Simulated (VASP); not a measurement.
Calculation: PBEsol GGA, VASP's PBE PAW potentials (set 64) (plane waves; VASP).

A VASP calculation is set up with these files.

File POSCAR:
```
BeCd3Te4
1
   -0.0168008676     6.2560461150     6.3008242935
    6.2560461150    -0.0168008676     6.3008242935
    3.1196226237     3.1196226237     0.0000000000
Cd Te Be
3 4 1
Direct
  0.9961735601   0.9961735601   0.0076528799
  0.9947765636   0.5059410291   0.9992824074
  0.5059410291   0.9947765636   0.9992824074
  0.1256149120   0.1256149120   0.2487701759
  0.1585068396   0.6134308488   0.2280623116
  0.6134308488   0.1585068396   0.2280623116
  0.6057654841   0.6057654841   0.2884690318
  0.4997907627   0.4997907627   0.0004184745
```

**KPOINTS**
```
Automatic mesh
0
G
4 4 7
```

**INCAR**
```
! general
SYSTEM =BeCd3Te4
PREC   =Accurate
ENCUT  =400
LREAL  =.FALSE.
LASPH  =.TRUE.

! electronic loop
EDIFF  =1E-7   ! SCF stop (eV)
NELM   =100   ! most electronic steps
ALGO   =Normal
LMAXMIX=4   ! l cut-off of mixed one-centre charges

! smearing
ISMEAR =-5   ! tetrahedra, Bloechl

! functional
GGA    =PS

! ions
ISIF   =2   ! forces and stress, cell fixed

! output
LWAVE  =.FALSE.
LCHARG =.TRUE.
LORBIT =11   ! lm-projected
NEDOS  =601   ! DOS grid

! other
LEFG   =.TRUE.
```

POTCAR, in this order: Cd Te Be (PBE.64 set). Program: vasp_std.

The run wrote:

OSZICAR:
```
       N       E                     dE             d eps       ncg     rms          rms(c)
DAV:   1     0.334858343158E+03    0.33486E+03   -0.23613E+04  2738   0.117E+03
DAV:   2    -0.473564155402E+01   -0.33959E+03   -0.33137E+03  3139   0.294E+02
DAV:   3    -0.248589505542E+02   -0.20123E+02   -0.19995E+02  3207   0.733E+01
DAV:   4    -0.252311028436E+02   -0.37215E+00   -0.37156E+00  3517   0.880E+00
DAV:   5    -0.252354250117E+02   -0.43222E-02   -0.43217E-02  3235   0.101E+00    0.109E+01
DAV:   6    -0.243264045630E+02    0.90902E+00   -0.23538E+00  3053   0.129E+01    0.857E+00
DAV:   7    -0.242662166137E+02    0.60188E-01   -0.77366E-01  3165   0.381E+00    0.351E+00
DAV:   8    -0.242612082814E+02    0.50083E-02   -0.74208E-02  3002   0.237E+00    0.993E-01
DAV:   9    -0.242614917102E+02   -0.28343E-03   -0.80850E-03  3151   0.805E-01    0.321E-01
DAV:  10    -0.242613390969E+02    0.15261E-03   -0.11152E-03  3113   0.269E-01    0.117E-01
DAV:  11    -0.242614274016E+02   -0.88305E-04   -0.86809E-04  3252   0.200E-01    0.509E-02
DAV:  12    -0.242614060370E+02    0.21365E-04   -0.14040E-04  2989   0.943E-02    0.342E-02
DAV:  13    -0.242614067283E+02   -0.69126E-06   -0.86320E-06  3099   0.121E-02    0.169E-02
DAV:  14    -0.242614095342E+02   -0.28059E-05   -0.91803E-06  2883   0.163E-02    0.563E-03
DAV:  15    -0.242614095687E+02   -0.34552E-07   -0.76427E-07  3099   0.392E-03
   1 F= -.24261410E+02 E0= -.24261410E+02  d E =0.000000E+00
```

OUTCAR:
```
------------------------ aborting loop because EDIFF is reached ----------------------------------------
  FORCE on cell =-STRESS in cart. coord.  units (eV):
  Direction    XX          YY          ZZ          XY          YZ          ZX
  --------------------------------------------------------------------------------------
  Total       -0.0833189     -0.0833189     -0.0469062      0.0443901      0.0000000      0.0000000
  in kB       -0.5413275     -0.5413275     -0.3047520      0.2884048      0.0000000      0.0000000
  external PRESSURE =      -0.4624690 kB  Pullay stress =       0.0000000 kB
  volume of cell :      246.60
      direct lattice vectors                 reciprocal lattice vectors
    -0.016800868  6.256046115  6.300824293    -0.079708624  0.079708624  0.079354697
     6.256046115 -0.016800868  6.300824293     0.079708624 -0.079708624  0.079354697
     3.119622624  3.119622624  0.000000000     0.160275796  0.160275796 -0.158709393
 POSITION                                       TOTAL-FORCE (eV/Angst)
 -----------------------------------------------------------------------------------
      6.23925      6.23925     12.55343         0.000000     -0.000000     -0.015474
      6.26586      9.33225      9.45576         0.005851     -0.005851     -0.015842
      9.33225      6.26586      9.45576        -0.005851      0.005851     -0.015842
      1.55981      1.55981      1.58295        -0.000000     -0.000000      0.010702
      4.54646      1.69279      4.86384        -0.000554      0.000554      0.016740
      1.69279      4.54646      4.86384         0.000554     -0.000554      0.016740
      4.67943      4.67943      7.63364         0.000000     -0.000000      0.008093
      3.11962      3.11962      6.29819         0.000000     -0.000000     -0.005115
 -----------------------------------------------------------------------------------
    total drift:                               -0.000004     -0.000004     -0.000050
  FREE ENERGIE OF THE ION-ELECTRON SYSTEM (eV)
  ---------------------------------------------------
  free  energy   TOTEN  =       -24.2614095687 eV

  energy  without entropy=      -24.2614095687  energy(sigma->0) =      -24.26140957

 total charge

# of ion       s       p       d       tot
------------------------------------------
    1        0.482   0.349   9.522  10.354
    2        0.477   0.328   9.523  10.327
    3        0.477   0.328   9.523  10.327
    4        1.351   2.082   0.026   3.460
    5        1.348   2.067   0.024   3.438
    6        1.348   2.067   0.024   3.438
    7        1.347   2.038   0.021   3.406
    8        0.349   0.473   0.000   0.822
--------------------------------------------------
tot          7.178   9.732  28.663  45.573

 Electric field gradients after diagonalization (V/A^2)
 (convention: |V_zz| > |V_xx| > |V_yy|)
----------------------------------------------------------------------
 ion       V_xx      V_yy      V_zz     asymmetry (V_yy - V_xx)/ V_zz
----------------------------------------------------------------------
   1     -15.095    -6.336    21.431       0.409
   2      15.818     5.333   -21.150       0.496
   3      15.818     5.333   -21.150       0.496
   4      11.859    11.491   -23.350       0.016
   5     -34.398   -30.305    64.703       0.063
   6     -34.398   -30.305    64.703       0.063
   7      32.386    26.671   -59.058       0.097
   8       0.769     0.367    -1.136       0.354
```
(Selected blocks of OUTCAR.)

File OUTCAR:
```
 val. band max:        2.9518414261   @ k =   0.0000   0.0000   0.0000

 cond. band min:       3.9463221878   @ k =   0.0000   0.0000   0.0000


 Fermi energy:         2.9743583705

 k-point     1 :       0.0000    0.0000    0.0000
  band No.  band energies     occupation
      1      -8.6708      2.00000
      2      -8.0672      2.00000
      3      -7.9972      2.00000
      4      -7.8095      2.00000
      5      -5.4573      2.00000
      6      -5.4544      2.00000
      7      -5.4538      2.00000
      8      -5.4051      2.00000
      9      -5.3502      2.00000
     10      -5.3468      2.00000
     11      -5.3037      2.00000
     12      -5.2117      2.00000
     13      -5.2085      2.00000
     14      -5.2036      2.00000
     15      -5.1990      2.00000
     16      -5.1416      2.00000
     17      -5.0910      2.00000
     18      -5.0431      2.00000
     19      -4.7443      2.00000
     20      -1.9631      2.00000
     21      -1.9231      2.00000
     22      -1.6871      2.00000
     23       0.5420      2.00000
     24       0.6890      2.00000
     25       1.7604      2.00000
     26       1.8365      2.00000
     27       1.9290      2.00000
     28       2.2358      2.00000
     29       2.7712      2.00000
     30       2.8082      2.00000
     31       2.9518      2.00000
     32       3.9463      0.00000
     33       4.6477      0.00000
     34       4.7672      0.00000
     35       5.2071      0.00000
     36       5.4006      0.00000
     37       6.8848      0.00000

 k-point     2 :       0.2500    0.0000    0.0000
  band No.  band energies     occupation
      1      -8.5976      2.00000
      2      -8.1337      2.00000
      3      -7.9929      2.00000
      4      -7.8365      2.00000
      5      -5.4534      2.00000
      6      -5.4460      2.00000
      7      -5.4303      2.00000
      8      -5.4036      2.00000
      9      -5.3568      2.00000
     10      -5.3531      2.00000
     11      -5.2924      2.00000
...
```

Unless said otherwise, spin-orbit coupling is left out, though it shifts the bands of the heavy elements here.

The structure was generated: BeCd3Te4 was put into an ordered model structure (Amm2), which need not be its known phase. It was relaxed first.
